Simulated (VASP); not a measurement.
```
NiTi
1.0
    0.00000     4.81138    -0.26100
    3.97081     0.00000     0.00000
    0.00000    -0.92466    -2.71660
Ti Ni
2 2
Direct
  0.71362   0.25000   0.36559
  0.28638   0.75000   0.63441
  0.16935   0.25000   0.07865
  0.83065   0.75000   0.92135
```

Calculation: PBEsol GGA, VASP's PBE PAW potentials (set 64) (plane waves; VASP 6.6.1). Run with 400 eV cut-off, 8×9×12 Γ-centred mesh, tetrahedra with Blöchl corrections, potentials Ti_sv Ni.

Predict the energy per atom (σ→0), band gap (on the k-mesh) with the smallest direct gap where there is one.

| Property | Value |
|---|---|
| band gap (on the k-mesh) | none (metal, semimetal or under 0.01 eV) |
| energy per atom (σ→0) | -7.645 eV/atom |

The compound is TiNi in the sg11 structure. It was relaxed first. The run is not spin-polarised, so no magnetic state was tried.
